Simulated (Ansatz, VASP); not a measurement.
# RbOsCl3: VASP beside Ansatz

Wanted: the spread between two codes on one cell, functional and k mesh. The cell is invented: As first built, before any earlier steps moved the atoms (in the runner's words): it takes the RbPdCl3 structure with some of its atoms replaced by other elements, volume scaled by an estimate. It may not be a known or stable phase. The cell is taken from a series of VASP runs on this material, whose earlier steps may have relaxed, scaled or displaced it; both programs get it as it stands.

Method: plane waves, with VASP 6.6.1 beside it; band structure at HSE06, in Ansatz 0.2.0.

## Step 1: Starting point

The structure is cubic, space group Pm-3m (No. 221). The conventional cell has a = 5.001 Å, b = 5.001 Å, c = 5.001 Å, α = 90.00°, β = 90.00°, γ = 90.00°. Nearest to Os lie 6 Cl at 2.50 Å. Nearest to Rb lie 12 Cl at 3.54 Å. Cl has 2 Os at 2.50 Å and 4 Rb at 3.54 Å nearest. As first built, before any earlier steps moved the atoms (in the runner's words): sites of the RbPdCl3 structure (space group 221) filled with other elements, volume scaled by an estimate. Farther neighbours and most contacts between anions are not listed.

## Step 2: Ansatz: band structure, HSE06

Ansatz runs on its default PAW (the set named soft_2) files.

Levels along a path test the potential and the projectors away from the mesh points.

input.yaml

```yaml
crystal:
  lattice:
    - [5.0005640554, 0.0, 0.0]
    - [0.0, 5.0005640554, 0.0]
    - [0.0, 0.0, 5.0005640554]
  atoms:
    - { symbol: Os, position: [0.5, 0.5, 0.5] }
    - { symbol: Rb, position: [0.0, 0.0, 0.0] }
    - { symbol: Cl, position: [0.0, 0.5, 0.5] }
    - { symbol: Cl, position: [0.5, 0.0, 0.5] }
    - { symbol: Cl, position: [0.5, 0.5, 0.0] }
hamiltonian:
  xc: { exchange: pbe, correlation: pbe, exx: { coeff: 0.25, omega: 0.2 } }
  pseudopotentials: { kind: paw }
kpoints:
  mp_grid: { grid: [3, 3, 3] }
  band_path:
    path:
      - [0.0, 0.0, 0.0]
      - [0.0, 0.3, 0.0]
      - [0.0, 0.5, 0.0]
      - [0.3, 0.5, 0.0]
      - [0.5, 0.5, 0.0]
      - [0.2, 0.2, 0.0]
      - [0.1, 0.1, 0.1]
      - [0.4, 0.4, 0.4]
      - [0.5, 0.5, 0.5]
      - [0.4, 0.5, 0.4]
      - [0.1, 0.5, 0.1]
      - [0.5, 0.5, 0.1]
      - [0.5, 0.5, 0.5]
    npoints: 1
scf:
  occupations: { method: fermi_dirac, width: 0.05 }
  n_extra_bands: 8
output:
  forces: true
  stress: true
  eigenvalues: true
  write_density: true
  write_potential: true
  elf: true
  volumetric_format: npy
```

On the command line:

```console
$ ansatz run input.yaml --threads 4 --pin off --max-ram 9216MiB --backend cpu --events-out ev --progress --plain --runs-dir out
```

Numbers of over 12 decimals in the logs are rounded to 6 here.

Log:

```text
Warning: output.stress: scf.convergence.dr2_threshold = 1e-7 eV (the SCF's general default) is looser than the 5e-10 eV advised for a printed stress (1e-10 eV for each atom of the cell: 5). What an SCF threshold leaves in a stress goes as its square root, and in the free energy as the threshold itself, and one threshold admits the most on a small cell: [figures from the program's tests cut] Set scf.convergence.dr2_threshold to 5e-10 eV or tighter. The threshold is an SCF's pass mark: one that does not reach it within its budget of iterations ends unconverged, or closes short of it on a stop that the run arms, and scf.convergence.dr2_threshold's page says what that costs each kind of run
Warning: output.stress: scf.exx.energy_threshold = 1e-6 eV is looser than the 5e-8 eV advised for a stress under a hybrid functional (1e-8 eV for each atom of the cell: 5). Every SCF of the exchange loop can meet its threshold on dr2 while the loop round them stops early: no threshold on dr2 bounds what that leaves in the stress. Set scf.exx.energy_threshold to 5e-8 eV or tighter. The threshold is the loop's pass mark: a loop that does not reach it within its budget of cycles ends unconverged, and scf.exx.energy_threshold's page has the law
scf.n_extra_bands = 8 over 23 filled bands (N_el = 46.0): the run solves 31 bands
Engine: ansatz 0.2.0, x86_64-unknown-linux-gnu
Pseudopotentials: kind: paw
Pseudopotential: Os, paw, valence charge 16, recommended cutoff 420 eV (normal), Os.paw.azcp
Pseudopotential: Rb, paw, valence charge 9, recommended cutoff 420 eV (normal), Rb.paw.azcp
Pseudopotential: Cl, paw, valence charge 7, recommended cutoff 420 eV (normal), Cl.paw.azcp
Functional definition: unnamed
  parameter a_1 = 0.25
  parameter omega_1 = 0.2/angstrom
  exchange = pbe_x + (-a_1)*pbe_x_sr(omega_1) + a_1*exact_x_sr(omega_1)
  correlation = pbe_c
Crystal: 5 atoms, lattice volume = 125.042 Å³
Basis set: ecut = 420 eV, 2469 PW (Γ), exchange–correlation on 72×72×72 points (8 copies of the dense FFT grid, shifted against one another)
Bands: 31, of which v1, the nominal top of the filled ones, is band 23 counted from 1 (22 counted from 0)
Symmetry: 48 space group operations
Space group: Pm-3m (ITA 221), of the structure as read, at distance tolerance 5.0e-5 Å
k-points: 4 of 27
Non-local potential: Os, projectors of the file, l = 0: 3, l = 1: 2, l = 2: 2, l = 3: 1
Non-local potential: Rb, projectors of the file, l = 0: 3, l = 1: 2, l = 2: 2
Non-local potential: Cl, projectors of the file, l = 0: 2, l = 1: 2, l = 2: 2
PAW form: soft (Blöchl's): semilocal exchange-correlation on the pseudo side does not see the compensation charge
PAW frozen core: Os, regenerated for the run's functional, and the local potential with it (the file was generated under x = pbe(κ = 0.804, μ = 0.219515), c = pbe(β = 0.066725))
PAW frozen core: Rb, regenerated for the run's functional, and the local potential with it (the file was generated under x = pbe(κ = 0.804, μ = 0.219515), c = pbe(β = 0.066725))
PAW frozen core: Cl, regenerated for the run's functional, and the local potential with it (the file was generated under x = pbe(κ = 0.804, μ = 0.219515), c = pbe(β = 0.066725))
PAW one-centre angular grid: Os, 590 points (default); XC on 64 Gauss nodes
PAW one-centre angular grid: Rb, 110 points (default); XC on 64 Gauss nodes
PAW one-centre angular grid: Cl, 110 points (default); XC on 64 Gauss nodes
Initial density: superposition of atomic densities (neutral atoms: chi_scale 0, normalization atom), corrected by the library's trained network
Initial wavefunctions: pseudopotential atomic-orbital guess
Functional: x = pbe(κ = 0.804, μ = 0.219515), c = pbe(β = 0.066725), warm-up for x = pbe(κ = 0.804, μ = 0.219515) + 0.25 (exact − pbe) at short range (hse, ω = 0.2 Å⁻¹), c = pbe(β = 0.066725)
SCF iter   1: F=—  HF=-17892.816833 eV  |F-HF|=—  |Δ(HF+E_count)|=         —  Δρ=1.64e-2  dr2=7.87e-2  ethr=1.77e-3  ⟨swp⟩=11.5  Hψ=589  notcnv=0
preconditioner: auto → Kerker (q_TF=auto, 2.309 Å⁻¹)  [metal: Δε(μ)=0.058 eV  Ē_g=11.504 eV  σ=0.050 eV  W_gap=0.27  n_scr=26 (ndim 8)  ℏωp=19.9 eV  f_vac=0.031  D(μ)=12.64/eV (n_scr^D=170)]
SCF iter   2: F=—  HF=-17892.810430 eV  |F-HF|=—  |Δ(HF+E_count)|=   6.40e-3  Δρ=8.71e-3  dr2=2.41e-2  ethr=1.71e-4  ⟨swp⟩=3.5  Hψ=251  notcnv=0  defer=2
iter 3 solved again at ethr=5.21e-7 eV; its pass at ethr=5.23e-5 eV (dr2=2.40e-4 eV) is discarded
SCF iter   3: F=—  HF=-17892.807777 eV  |F-HF|=—  |Δ(HF+E_count)|=   2.65e-3  Δρ=4.87e-4  dr2=2.57e-4  ethr=5.21e-7  ⟨swp⟩=3.5  Hψ=479  notcnv=0
SCF iter   4: F=—  HF=-17892.807768 eV  |F-HF|=—  |Δ(HF+E_count)|=   8.88e-6  Δρ=1.35e-4  dr2=6.58e-5  ethr=5.21e-7  ⟨swp⟩=2.5  Hψ=225  notcnv=0
SCF iter   5: F=—  HF=-17892.807758 eV  |F-HF|=—  |Δ(HF+E_count)|=   9.62e-6  Δρ=6.45e-5  dr2=1.19e-5  ethr=1.43e-7  ⟨swp⟩=3.0  Hψ=247  notcnv=0
SCF iter   6: F=—  HF=-17892.807757 eV  |F-HF|=—  |Δ(HF+E_count)|=   7.33e-7  Δρ=3.42e-5  dr2=2.08e-6  ethr=2.59e-8  ⟨swp⟩=3.0  Hψ=281  notcnv=0
SCF iter   7: F=—  HF=-17892.807757 eV  |F-HF|=—  |Δ(HF+E_count)|=   3.43e-7  Δρ=8.84e-6  dr2=8.90e-8  ethr=4.52e-9  ⟨swp⟩=3.2  Hψ=244  notcnv=0
SCF iter   8: F=—  HF=-17892.807757 eV  |F-HF|=—  |Δ(HF+E_count)|=   8.43e-8  Δρ=2.48e-6  dr2=1.18e-8  ethr=1.94e-10  ⟨swp⟩=3.2  Hψ=284  notcnv=0
[...]
Frozen-core exchange: fock
[...]
preconditioner: auto → none  [insulator: Δε(μ)=0.318 eV  Ē_g=13.180 eV  σ=0.050 eV  W_gap=0.66  n_scr=26 (ndim 8)  ℏωp=19.9 eV  f_vac=0.041  D(μ)=8.86/eV (n_scr^D=92)]
[...]
SCF iter   3: F=-17898.996789 eV  HF=-17899.010015 eV  |F-HF|=1.32e-2  |Δ(HF+E_count)|=   3.13e-1  Δρ=1.14e-2  dr2=4.48e-2  ethr=3.63e-4  ⟨swp⟩=3.0  Hψ=265  notcnv=0
SCF 2 stopped early in 3 iterations: F = -17898.996789 eV  dr2 = 4.48e-2
hybrid outer 1: dexx = +1.147e0 eV, tail = 9.82e-2 eV
Exchange kernel: α = 0.2500, screened, ω = 0.2000 Å⁻¹, Wigner–Seitz truncation, v(0) = 1104.2888 eV·Å³, q-mesh 3×3×3, nearest image of the exchange supercell L = 15.00 Å, pair-density grid 24×24×24, without the augmentation charges, whose exchange is taken in its separable form by FFT convolution over the k-point mesh (sized by the pseudopotential files, 36×36×36 at the most), smooth part of the exact exchange by density-matrix convolution
Frozen-core exchange: fock
SCF iter   1: F=—  HF=-17898.988443 eV  |F-HF|=—  |Δ(HF+E_count)|=         —  Δρ=2.07e-3  dr2=6.63e-3  ethr=1.07e-3  ⟨swp⟩=2.0  Hψ=248  notcnv=0
preconditioner: auto → none  [insulator: Δε(μ)=1.239 eV  Ē_g=13.331 eV  σ=0.050 eV  W_gap=1.00  n_scr=26 (ndim 8)  ℏωp=19.9 eV  f_vac=0.039  D(μ)=0.00/eV (n_scr^D=0)]
SCF iter   2: F=—  HF=-17898.987236 eV  |F-HF|=—  |Δ(HF+E_count)|=   1.21e-3  Δρ=9.74e-4  dr2=6.94e-4  ethr=1.39e-5  ⟨swp⟩=3.8  Hψ=269  notcnv=0
SCF iter   3: F=—  HF=-17898.987311 eV  |F-HF|=—  |Δ(HF+E_count)|=   7.58e-5  Δρ=5.64e-4  dr2=1.13e-4  ethr=1.42e-6  ⟨swp⟩=3.0  Hψ=224  notcnv=0
SCF iter   4: F=—  HF=-17898.987304 eV  |F-HF|=—  |Δ(HF+E_count)|=   7.50e-6  Δρ=1.65e-4  dr2=6.23e-5  ethr=2.44e-7  ⟨swp⟩=3.0  Hψ=264  notcnv=0
SCF iter   5: F=—  HF=-17898.987280 eV  |F-HF|=—  |Δ(HF+E_count)|=   2.41e-5  Δρ=3.14e-5  dr2=1.34e-6  ethr=1.34e-7  ⟨swp⟩=3.0  Hψ=244  notcnv=0
SCF iter   6: F=—  HF=-17898.987279 eV  |F-HF|=—  |Δ(HF+E_count)|=   5.23e-7  Δρ=8.24e-6  dr2=7.31e-8  ethr=2.84e-9  ⟨swp⟩=4.0  Hψ=301  notcnv=0
SCF iter   7: F=-17898.987279 eV  HF=-17898.987279 eV  |F-HF|=1.82e-10  |Δ(HF+E_count)|=   2.61e-8  Δρ=6.71e-7  dr2=4.24e-10  ethr=1.57e-10  ⟨swp⟩=4.0  Hψ=320  notcnv=0
SCF 3 converged in 7 iterations: F = -17898.987279 eV  dr2 = 4.24e-10
  Residual-converged pass: ⟨swp⟩=3.0  Hψ=251  notcnv=0  max |occ|·‖R‖ = 2.3e-6 eV (tolerance 2.4e-6 eV)  dr2=4.16e-10  dr2_onsite=1.23e-11  max |Δocc| = 9.3e-15
hybrid outer 2: dexx = +1.007e-3 eV, tail = 1.40e-6 eV, Δε = 9.09e-2 eV (about 1.03e-3 eV left of the loop's levels)
Exchange kernel: α = 0.2500, screened, ω = 0.2000 Å⁻¹, Wigner–Seitz truncation, v(0) = 1104.2888 eV·Å³, q-mesh 3×3×3, nearest image of the exchange supercell L = 15.00 Å, pair-density grid 24×24×24, without the augmentation charges, whose exchange is taken in its separable form by FFT convolution over the k-point mesh (sized by the pseudopotential files, 36×36×36 at the most), smooth part of the exact exchange by density-matrix convolution
Frozen-core exchange: fock
SCF iter   1: F=—  HF=-17898.987293 eV  |F-HF|=—  |Δ(HF+E_count)|=         —  Δρ=7.87e-6  dr2=1.07e-8  ethr=1.52e-8  ⟨swp⟩=5.0  Hψ=334  notcnv=0
preconditioner: auto → none  [insulator: Δε(μ)=1.251 eV  Ē_g=13.326 eV  σ=0.050 eV  W_gap=1.00  n_scr=26 (ndim 8)  ℏωp=19.9 eV  f_vac=0.037  D(μ)=0.00/eV (n_scr^D=0)]
SCF iter   2: F=-17898.987293 eV  HF=-17898.987293 eV  |F-HF|=2.26e-10  |Δ(HF+E_count)|=   8.88e-9  Δρ=3.77e-6  dr2=2.53e-9  ethr=2.24e-11  ⟨swp⟩=3.8  Hψ=295  notcnv=0  defer=1
SCF 4 converged in 2 iterations: F = -17898.987293 eV  dr2 = 2.53e-9
  Residual-converged pass: ⟨swp⟩=2.5  Hψ=203  notcnv=0  max |occ|·‖R‖ = 2.2e-6 eV (tolerance 2.4e-6 eV)  dr2=2.52e-9  dr2_onsite=9.35e-11  max |Δocc| = 5.6e-15
hybrid outer 3: dexx = +1.648e-8 eV, tail = 6.00e-9 eV, Δε = 1.71e-4 eV (about 1.34e-5 eV left of the loop's levels), ΔF = 3.37e-29 eV/Å (tail 1.19e-29)
NSCF: frozen V_eff on 13 k-points
hybrid SCF converged: 3 outer / 12 inner (+9 warm-up), last move |dexx| = 1.65e-8 eV, tail = 6.00e-9 eV
Stability not checked: this state was not tested for a lower state beside it, because the functional holds exact exchange (a hybrid, or Hartree-Fock), whose exchange loop this test does not read (fock_operator; see scf.lower_state_search)
Free energy (F): -17898.987293 eV
Frozen-core exchange: fock
Harris-Foulkes:  -17898.987293 eV  (|F-HF|=2.26e-10)
Internal energy: -17898.987288 eV  (E = F + TS)
E sigma→0 (E₀):  -17898.987291 eV
Entropy (-TS):   -0.000005 eV (-0.001 meV/atom)
Fermi energy:    6.340144 eV
--- Per-component energies (eV) ---
  E_band       = -502.851651
  E_kinetic    = 1244.332862
  E_local      = -3297.332266  (includes V_loc(G=0)·N_el)
  E_nonlocal   = 255.619465
  E_hartree    = 1199.569655
  E_xc         = -573.045788
  E_vxc        = -623.472317  (∫ρ·V_xc dr)
  E_exx        = -118.346647  (= α·E_x^exact, valence–valence)
  E_paw        = -13640.519957  (= ΣΔE_a)
  E_vpaw       = -244.445369  (= ΣTr[D̂ρ^β])
  E_aug_tail   = 0.000185  (compensation charges beyond the density's cutoff)
  E_ewald      = -2966.180291
  E_core_change = -3.084506  (= ΣΔE_core)
  E_smearing   = -0.000005  (= −TS)
  E_closure    = -0.000000  (closes the sum)
  Σ components = -17898.987293   (vs F -17898.987293, Δ=0.00e0)
--- Forces (eV/Å), atoms counted from 1 ---
  atom   1  Os     0.00000000     0.00000000     0.00000000
  atom   2  Rb     0.00000000    -0.00000000    -0.00000000
  atom   3  Cl     0.00000000    -0.00000000     0.00000000
  atom   4  Cl    -0.00000000    -0.00000000     0.00000000
  atom   5  Cl    -0.00000000    -0.00000000     0.00000000
  max |Σ_I F_I| component: 5.42e-29 eV/Å
--- Stress (GPa, compression-positive) ---
       -2.784801       0.000000       0.000000
       -0.000000      -2.784801       0.000000
        0.000000       0.000000      -2.784801
  P = ⅓ Tr σ = -2.7848 GPa (-27.848 kbar)
--- Band table (eV) ---
  k-point 0: bands = [... 19 lower, 2.8084, 4.0811, 4.0811, 4.0811, 6.9397, 6.9397, 8.7647, 10.6597, ... 4 higher]
  k-point 1: bands = [... 19 lower, 2.6155, 4.0996, 5.2314, 5.2314, 6.9449, 7.7086, 11.5868, 11.9189, ... 4 higher]
  k-point 2: bands = [... 19 lower, 2.9437, 5.2123, 5.2467, 5.6260, 7.2497, 9.9647, 12.3353, 12.8061, ... 4 higher]
  k-point 3: bands = [... 19 lower, 3.0072, 5.6120, 5.6882, 5.6882, 9.9003, 9.9003, 12.1918, 12.6955, ... 4 higher]
```

The job ended after 30 s (4 threads of AMD EPYC 9R14 (Zen 4), shared host; peak memory 1.1 GiB; 1.7 min of CPU time).

(Part 1 of 2 ends here.)

[Lines on the potential files, build, host, timing and source positions are cut from VASP's logs without a mark.]

[Logs are printed without paths, hosts, clocks, repeated set-up lines and the standing remarks that a program may print on its own settings, such as how far it seeks lower states.]

[Hosts, paths, dates, database ids (printed as entryN), source tags and the programs' standing remarks are cut or masked in the printed files.]
